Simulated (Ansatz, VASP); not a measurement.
# Bi2Te9O21: VASP beside Ansatz, part 2 of 2

Wanted: the spread between two codes on one cell, functional and k mesh. Of the first pair: The structure shown is frame 437 of Ansatz's trajectory.

VASP 6.6.1 and Ansatz 0.2.0.

So far. Step 3 (VASP: single point, PBE with D3(BJ), pair 1): The run ends at a pressure of 1.52 GPa, with forces up to 6.0 eV/Å.

## (6) VASP: single point, PBE with D3(BJ), pair 2

Level of this step: PBE with D3(BJ); plane waves and PAW (Bi_d, O, Te) (VASP).

The same cell, functional, mesh and smearing now go to VASP, with its own data sets.

INCAR

```
SYSTEM = Bi2Te9O21
PREC = Accurate
ENCUT = 520
EDIFF = 1E-06
NELM = 120
ISMEAR = -1
SIGMA = 0.116
LREAL = Auto
ALGO = Normal
GGA = PE
IVDW = 12
NBANDS = 384
LORBIT = 11
LWAVE = .FALSE.
LCHARG = .FALSE.
ISIF = 2
LASPH = .TRUE.
GGA_COMPAT = .FALSE.
EFERMI = MIDGAP
NCORE = 2
```

POSCAR

```
Bi2Te9O21
1.0
   11.7445000000      0.0000000000      0.0000000000
    0.0000000000     11.7445000000      0.0000000000
    0.0000000000      0.0000000000     11.7445000000
Bi O Te
6 63 27
Direct
    0.6022393461      0.7864106603      0.8630422751
    0.0533866916      0.6363829878      0.3839243901
    0.4067435821      0.3261100941      0.0677764060
    0.2498190642      0.6515390183      0.0786751245
    0.9767125037      0.3003959300      0.3266209715
    0.2889863340      0.6305930436      0.6881519009
    0.7024564690      0.3250031930      0.0144322875
    0.2751926434      0.4851632679      0.9761590532
    0.3786453233      0.4648984631      0.6821916642
    0.8073566350      0.8140831879      0.8306015582
    0.6356166716      0.8335816765      0.3681723360
    0.6824471029      0.5890416791      0.3906509430
    0.0762058836      0.8455021499      0.8688322193
    0.2958831794      0.7610370812      0.9207714249
    0.4612371748      0.1440674358      0.0363574439
    0.8723232151      0.9234109583      0.0094938056
    0.4552769381      0.3387117374      0.4661756567
    0.2026480480      0.2808122951      0.7757673805
    0.7942441143      0.9246881519      0.2338967176
    0.1966026651      0.9977010516      0.0030226915
    0.4589382264      0.5256928775      0.2908595513
    0.9930180084      0.9764996381      0.3435650730
    0.4195155179      0.3004810762      0.8827962025
    0.8411596918      0.4723913321      0.2673591894
    0.4727319171      0.7232321512      0.7352377709
    0.6109242624      0.8895227553      0.6989654732
    0.4361190344      0.6307633360      0.0820809741
    0.7976499638      0.7359189408      0.5310570906
    0.6488143386      0.6024096386      0.1763378603
    0.0556004938      0.5684362893      0.9741581166
[... 60 atom lines left out ...]
    0.6733364554      0.4607262974      0.2839627059
    0.0897441356      0.4288816042      0.6031759547
    0.5344629401      0.7417088850      0.5728638937
    0.7411980076      0.2740005960      0.5702243603
    0.9462301503      0.7034782238      0.8461833199
    0.4826940270      0.1390438077      0.8721529226
```

KPOINTS

```
Automatic mesh
0
Gamma
1 1 1
0 0 0
```

PAW data sets: Bi_d, O and Te (PBE family, release 64).

Started as:

```
$ mpirun -np 8 vasp_gam
```

Numbers of over 12 decimals in the logs are rounded to 6 here.

Output:

```text
[... set-up lines as in an earlier step ...]
 entering main loop
       N       E                     dE             d eps       ncg     rms          rms(c)
DAV:   1     0.756412369513E+04    0.75641E+04   -0.33929E+05   768   0.170E+03
DAV:   2     0.539634910158E+03   -0.70245E+04   -0.67184E+04   888   0.425E+02
DAV:   3    -0.538022247912E+03   -0.10777E+04   -0.10342E+04   872   0.184E+02
DAV:   4    -0.626260547162E+03   -0.88238E+02   -0.86768E+02  1032   0.549E+01
[...]
DAV:  20    -0.503549156590E+03   -0.17977E-05   -0.25612E-06   608   0.343E-03    0.363E-02
DAV:  21    -0.503549158989E+03   -0.23984E-05   -0.27155E-06   616   0.312E-03    0.883E-03
DAV:  22    -0.503549159379E+03   -0.39001E-06   -0.65349E-07   480   0.195E-03
   1 F= -.52307464E+03 E0= -.52307279E+03  d E =-.370842E-02
```

Parts of OUTCAR (step 6):

```text
 Edisp (eV)  -19.52548

  Total     -11.87170     0.98684    -7.44932     0.62959     1.41724     5.76403
  in kB     -11.74140     0.97601    -7.36756     0.62268     1.40168     5.70076
  external pressure =       -6.04 kB  Pullay stress =        0.00 kB

 POSITION                                       TOTAL-FORCE (eV/Angst)
 -----------------------------------------------------------------------------------
      7.07300      9.23600     10.13600        -0.138448     -0.465716      0.543270
      0.62700      7.47400      4.50900        -0.062499     -0.643706     -0.107266
      4.77700      3.83000      0.79600        -0.045707     -0.243124      0.100752
      2.93400      7.65200      0.92400         0.297558      0.439049     -1.649878
     11.47100      3.52800      3.83600        -0.247543     -0.290075     -1.009198
      3.39400      7.40600      8.08200         0.236332      0.342011      0.393786
      8.25000      3.81700      0.16950         0.142606     -0.354570      0.683196
      3.23200      5.69800     11.46450        -0.343280      0.239281      0.436671
[...]
5.34000     10.29400      6.00100        -0.417120      0.462173     -0.271228
      1.23600      1.70000      4.40000         0.331554      1.113941      0.227092
      0.12300      7.06400      2.22100         0.570594      0.487740      0.451389
      9.73700      0.01850      8.03800        -0.038119      0.339051     -1.163059
      1.73100      5.94500      9.05500         0.371033      0.422801     -0.502664
[...]
-----------------------------------------------------------------------------------
    total drift:                               -0.040856     -0.007697     -0.009506

  FREE ENERGIE OF THE ION-ELECTRON SYSTEM (eV)
  ---------------------------------------------------
  free  energy   TOTEN  =      -523.0746434704 eV

  energy  without entropy=     -523.0709350485  energy(sigma->0) =     -523.07278926

[... 2 parts as in an earlier step ...]

[... 1 further part left out ...]
[key lines of the parts left out:]
E-fermi :   5.1109
```

The run ends at a pressure of -0.60 GPa, with forces up to 3.9 eV/Å.

## (7) Side by side

What differs besides the data sets and the points named for the pairs above, as far as they apply: the data sets hold 900 valence electrons in Ansatz (on its default PAW (the set named soft_2) files) and 630 in VASP. Total energies have different zeros and are not compared.

Forces on 8 of the 96 atoms, those with the largest forces and the largest differences (eV/Å; atoms numbered as in POSCAR):

```
atom          Ansatz x, y, z            VASP x, y, z
 O18    -0.644, 1.461, 2.084    -0.659, 1.599, 2.195
 O22   -2.371, -0.594, 1.135   -2.470, -0.577, 1.249
 O34   2.056, -0.247, -3.051   2.249, -0.249, -3.223
 O41    -1.238, 0.749, 2.743    -1.232, 0.738, 2.694
 O65  -0.443, -0.112, -0.764  -0.535, -0.047, -0.600
Te71    -2.521, 1.037, 2.130    -2.738, 1.051, 2.341
Te75   2.651, -0.129, -1.387   2.823, -0.170, -1.444
Te95   0.740, -0.801, -2.836   0.747, -0.809, -2.763
```

The forces differ by 50 meV/Å r.m.s., which is 5.6 % of the r.m.s. force of 0.889 eV/Å (both taken over all components).

## (8) Ansatz: dynamics, PBE with D3(BJ)

One frame of this run of dynamics is then solved in both programs, so the motion causes no difference.

The structure compared here is frame 1020 of Ansatz's trajectory.

input.yaml

```yaml
crystal:
  lattice:
    - [11.7445, 0.0, 0.0]
    - [0.0, 11.7445, 0.0]
    - [0.0, 0.0, 11.7445]
  atoms:
    - { symbol: Bi, position: [0.55708, 0.83, 0.88048] }
    - { symbol: Bi, position: [0.05116, 0.63262, 0.38361] }
    - { symbol: Bi, position: [0.38585, 0.36879, 0.07747] }
    - { symbol: Bi, position: [0.22373, 0.73214, 0.06513] }
    - { symbol: Bi, position: [0.95317, 0.28407, 0.25679] }
    - { symbol: Bi, position: [0.27513, 0.67028, 0.68521] }
    - { symbol: O, position: [0.69064, 0.44398, 0.9981] }
    - { symbol: O, position: [0.25705, 0.5468, 0.01296] }
    - { symbol: O, position: [0.49376, 0.49737, 0.69122] }
    - { symbol: O, position: [0.82927, 0.80046, 0.76156] }
    - { symbol: O, position: [0.66781, 0.85748, 0.30422] }
    - { symbol: O, position: [0.65067, 0.55819, 0.47072] }
    - { symbol: O, position: [0.0452, 0.87678, 0.81199] }
    - { symbol: O, position: [0.30078, 0.79468, 0.89376] }
    - { symbol: O, position: [0.43325, 0.15893, 0.02204] }
    - { symbol: O, position: [0.85648, 0.91961, 0.95766] }
    - { symbol: O, position: [0.45842, 0.38393, 0.44254] }
    - { symbol: O, position: [0.1934, 0.28809, 0.77176] }
    - { symbol: O, position: [0.80238, 0.98755, 0.14009] }
    - { symbol: O, position: [0.22291, 0.08245, 0.93707] }
    - { symbol: O, position: [0.48055, 0.58189, 0.31478] }
    - { symbol: O, position: [0.02153, 0.07788, 0.30954] }
    - { symbol: O, position: [0.44953, 0.34587, 0.88445] }
    - { symbol: O, position: [0.84726, 0.44705, 0.27765] }
    - { symbol: O, position: [0.45433, 0.72278, 0.7236] }
    - { symbol: O, position: [0.56851, 0.88026, 0.67352] }
    - { symbol: O, position: [0.4086, 0.65766, 0.1088] }
    - { symbol: O, position: [0.77618, 0.76534, 0.46126] }
    - { symbol: O, position: [0.66388, 0.58716, 0.18245] }
    - { symbol: O, position: [0.08301, 0.66087, 0.95472] }
[... 60 atom lines left out ...]
    - { symbol: Te, position: [0.62001, 0.48575, 0.32479] }
    - { symbol: Te, position: [0.11706, 0.42326, 0.58361] }
    - { symbol: Te, position: [0.5222, 0.744, 0.57497] }
    - { symbol: Te, position: [0.81997, 0.27019, 0.61816] }
    - { symbol: Te, position: [0.93753, 0.68551, 0.7951] }
    - { symbol: Te, position: [0.51176, 0.19822, 0.88262] }
kpoints:
  mp_grid: { grid: [1, 1, 1] }
hamiltonian:
  xc: pbe
  dispersion: d3bj
scf:
  occupations: { method: fermi_dirac, width: 0.116 }
output:
  forces: true
md:
  timestep: 2
  n_steps: 1020
  ensemble: nvt_langevin
  temperature: 1350
  initial_velocities: maxwell_boltzmann
  seed: 3804
  temperature_schedule: [{ n_steps: 1020, end_temperature: 300.0 }]
```

Started as:

```
$ ansatz run input.yaml --threads 32 --pin off --max-ram 92160MiB --backend cuda --events-out ev --progress --plain --runs-dir out --max-vram 78GiB
```

Output:

```text
[...]
Crystal: 96 atoms, lattice volume = 1619.957 Å³
Basis set: ecut = 420 eV, 31559 PW (Γ), exchange–correlation on 160×160×160 points (8 copies of the dense FFT grid, shifted against one another)
Bands: 549, of which v1, the nominal top of the filled ones, is band 450 counted from 1 (449 counted from 0)
Symmetry: 1 space group operations
k-points: 1
[...]
SCF converged after 10 iterations
Free energy (F): -298533.610402 eV
[...]
Internal energy: -298533.597765 eV  (E = F + TS)
E sigma→0 (E₀):  -298533.604084 eV
Entropy (-TS):   -0.012637 eV (-0.132 meV/atom)
Fermi energy:    8.349170 eV
[...]
--- Forces (eV/Å), atoms counted from 1 ---
[... 96 lines of forces left out ...]
  max |Σ_I F_I| component: 7.32e-5 eV/Å
--- MD trajectory: 1020 steps, t = 0.0 → 2040.0 fs ---
[...]
```

## (9) VASP: single point, PBE with D3(BJ), pair 3

The same cell, functional, mesh and smearing now go to VASP, with its own data sets.

INCAR is that of step 6.

POSCAR

```
Bi2Te9O21
1.0
   11.7445000000      0.0000000000      0.0000000000
    0.0000000000     11.7445000000      0.0000000000
    0.0000000000      0.0000000000     11.7445000000
Bi O Te
6 63 27
Direct
    0.6081144365      0.7852186130      0.8642343224
    0.0601983907      0.6300821661      0.4109157478
    0.4178977394      0.3022691473      0.0857422623
    0.2573119332      0.6731661629      0.0703307931
    0.9846311039      0.3100174550      0.3021840010
    0.3025245860      0.6366384265      0.7083315595
    0.7085869982      0.3382860062      0.0226063264
    0.2600366129      0.4949550854      0.0093660863
    0.4517859424      0.4957214015      0.6775086211
    0.8512920942      0.7938183831      0.7853037592
    0.6448124654      0.8472050747      0.3846907063
    0.6601387884      0.5931286985      0.4029971476
    0.0578994423      0.8311975818      0.8579335008
    0.2580782494      0.7320022138      0.8972710631
    0.4740091106      0.1347013496      0.0277576738
    0.8741964324      0.8699391204      0.0037890076
    0.4478692154      0.3372642514      0.4703478224
    0.1289965516      0.2317680616      0.8479713909
    0.7964579165      0.9495508536      0.2290433820
    0.0881263570      0.0189876112      0.9740729703
    0.4664310954      0.5390608370      0.2907744050
    0.1769338839      0.9619396313      0.3427136106
    0.4368002044      0.2969900805      0.8827962025
    0.8268551237      0.4711992848      0.2603771978
    0.4705181149      0.7480948529      0.7387287667
    0.6203754949      0.8982076717      0.6900251181
    0.4347566946      0.6314445059      0.0775682234
    0.7852186130      0.7520967261      0.5495338243
    0.6593724722      0.5869130231      0.1718251096
    0.0511728894      0.5898079952      0.0020860828
[... 60 atom lines left out ...]
    0.6681425348      0.4620034910      0.2914555749
    0.0743326664      0.4213035889      0.6097322151
    0.5277363872      0.7723615309      0.5777172293
    0.7564391843      0.2667631657      0.5599216655
    0.9542338967      0.6599684959      0.7938183831
    0.4823534420      0.1415130487      0.8558899911
```

KPOINTS is that of step 6.

Started as:

```
$ mpirun -np 8 vasp_gam
```

Output:

```text
[... set-up lines as in an earlier step ...]
 entering main loop
       N       E                     dE             d eps       ncg     rms          rms(c)
DAV:   1     0.761632705262E+04    0.76163E+04   -0.33900E+05   768   0.170E+03
DAV:   2     0.552656036575E+03   -0.70637E+04   -0.67321E+04   888   0.426E+02
DAV:   3    -0.544645470857E+03   -0.10973E+04   -0.10590E+04   888   0.185E+02
DAV:   4    -0.628581249877E+03   -0.83936E+02   -0.82693E+02  1016   0.542E+01
[...]
DAV:  17    -0.507242990706E+03   -0.17154E-04   -0.62380E-05   992   0.245E-02    0.204E-01
DAV:  18    -0.507242990524E+03    0.18210E-06   -0.29291E-05   896   0.105E-02    0.156E-01
DAV:  19    -0.507242989759E+03    0.76565E-06   -0.67664E-06   824   0.517E-03
   1 F= -.52676252E+03 E0= -.52675592E+03  d E =-.132078E-01
```

OUTCAR, selected parts (step 9):

```text
  FREE ENERGIE OF THE ION-ELECTRON SYSTEM (eV)
  ---------------------------------------------------
  free  energy   TOTEN  =      -526.7625225293 eV

  energy  without entropy=     -526.7493147484  energy(sigma->0) =     -526.75591864
```

The run ends at a pressure of -0.23 GPa, with forces up to 2.9 eV/Å.

## (10) Comparison

What differs besides the data sets and the points named for the pairs above, as far as they apply: the data sets hold 900 valence electrons in Ansatz (on its default PAW (the set named soft_2) files) and 630 in VASP. Total energies have different zeros and are not compared.

Forces on 8 of the 96 atoms, those with the largest forces and the largest differences (eV/Å; atoms numbered as in POSCAR):

```
atom          Ansatz x, y, z            VASP x, y, z
 O39   1.850, -0.271, -0.474   2.041, -0.353, -0.567
 O49  -1.488, -0.916, -1.093  -1.546, -0.932, -1.128
Te77   -0.765, -0.766, 1.958   -0.761, -0.772, 1.952
Te78    0.447, -0.310, 1.953    0.397, -0.249, 1.942
Te83   1.254, -0.522, -1.015   1.313, -0.697, -1.096
Te85   1.538, -1.513, -1.259   1.485, -1.657, -1.280
Te87    -2.484, 0.280, 1.089    -2.672, 0.410, 1.166
Te92    1.706, 0.951, -0.792    1.667, 0.986, -0.788
```

The forces differ by 50 meV/Å r.m.s., which is 7.2 % of the r.m.s. force of 0.699 eV/Å (both taken over all components).

## (11) Results

| Quantity | Value |
| --- | --- |
| r.m.s. force difference (single point, PBE with D3(BJ), pair 1) | 5.1 % of the r.m.s. force |
| r.m.s. force difference (single point, PBE with D3(BJ), pair 2) | 5.6 % of the r.m.s. force |
| r.m.s. force difference (single point, PBE with D3(BJ), pair 3) | 7.2 % of the r.m.s. force |

In words: The r.m.s. force difference is 7.2 % of the r.m.s. force (single point, PBE with D3(BJ), pair 3), beyond the 3 % picked in this series as the mark of a large difference. The data sets hold unlike numbers of valence electrons (900 in Ansatz and 630 in VASP), so part of the differences comes from the potentials. What causes the difference of the single point, PBE with D3(BJ), pair 1 pair stays open here. What causes the difference of the single point, PBE with D3(BJ), pair 2 pair stays open here. What causes the difference of the single point, PBE with D3(BJ), pair 3 pair stays open here. How closely two codes agree says nothing of how well the functional describes the real material.

[Lines on the potential files, build, host, timing and source positions are cut from VASP's logs without a mark.]

[Logs are printed without paths, hosts, clocks, repeated set-up lines and the standing remarks that a program may print on its own settings, such as how far it seeks lower states.]

[Hosts, paths, dates, database ids (printed as entryN), source tags and the programs' standing remarks are cut or masked in the printed files.]
